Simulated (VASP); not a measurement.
OSZICAR of a VASP run on MoSi$_{2}$ (MoSi2 type):

**OSZICAR**
```
       N       E                     dE             d eps       ncg     rms          rms(c)
DAV:   1     0.122155619301E+03    0.12216E+03   -0.11575E+04  5706   0.140E+03
DAV:   2    -0.201409309568E+02   -0.14230E+03   -0.14002E+03  6255   0.338E+02
DAV:   3    -0.240960210699E+02   -0.39551E+01   -0.39030E+01  6720   0.517E+01
DAV:   4    -0.241648276879E+02   -0.68807E-01   -0.68778E-01  6441   0.814E+00
DAV:   5    -0.241674527461E+02   -0.26251E-02   -0.26249E-02  7496   0.143E+00    0.180E+01
DAV:   6    -0.234006038321E+02    0.76685E+00   -0.89076E+00  5646   0.195E+01    0.322E+00
DAV:   7    -0.232291473330E+02    0.17146E+00   -0.14570E+00  6051   0.763E+00    0.341E+00
DAV:   8    -0.231922548137E+02    0.36893E-01   -0.12054E-01  7211   0.294E+00    0.500E-01
DAV:   9    -0.231910533464E+02    0.12015E-02   -0.36814E-03  7759   0.537E-01    0.252E-01
DAV:  10    -0.231909830040E+02    0.70342E-04   -0.96897E-04  6059   0.285E-01    0.267E-02
DAV:  11    -0.231909886829E+02   -0.56790E-05   -0.29359E-04  6357   0.133E-01    0.554E-02
DAV:  12    -0.231909761274E+02    0.12556E-04   -0.63183E-05  5778   0.594E-02    0.928E-03
DAV:  13    -0.231909761666E+02   -0.39201E-07   -0.35283E-06  6423   0.129E-02
   1 F= -.23190976E+02 E0= -.23190815E+02  d E =-.484041E-03
```

Q: Which electronic solver shows in the log?

A: It is blocked Davidson (ALGO = Normal, or the opening steps of other solvers). The INCAR had ALGO = Normal.

Q: Can the final energy be trusted as converged?

A: The run converged. It stopped with EDIFF = 1E-6, NELM = 100 (PBE GGA, plane waves, VASP's PBE PAW potentials (set 64)).

The compound is MoSi2 in the MoSi2 type structure. The cell was not relaxed at this level. The run is one of a series of settings (ENCUT = 520, POTCAR Si_GW Mo_sv (PBE.64 set) against the base run), some of them coarse on purpose.
